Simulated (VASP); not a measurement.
```xyz
2
Lattice="0.0000 2.8176 2.8176 2.8176 0.0000 2.8176 2.8176 2.8176 0.0000" Properties=species:S:1:pos:R:3 pbc="T T T"
Zn     1.4088     1.4088     1.4088
Se     0.0000     0.0000     0.0000
```

Method: PBEsol GGA, VASP's PBE PAW potentials (set 64) (plane waves; VASP). Numerical set-up: 400 eV cut-off, 9×9×9 Γ-centred mesh, tetrahedra with Blöchl corrections, potentials Zn Se.

Problem. Predict the energy per atom (σ→0), band gap (on the k-mesh) with the smallest direct gap where there is one.

Solution. 
- band gap (on the k-mesh): 1.24 eV
- smallest direct gap (on the k-mesh): 1.24 eV
- energy per atom (σ→0): -3.386 eV/atom

Total energies compare only between runs with the same potentials, cut-off and functional.

The structure comes from a measured ZnSe entry (F-43m) of the Crystallography Open Database, whose conditions weren't checked. It was relaxed first, which changed the volume by -7 %.
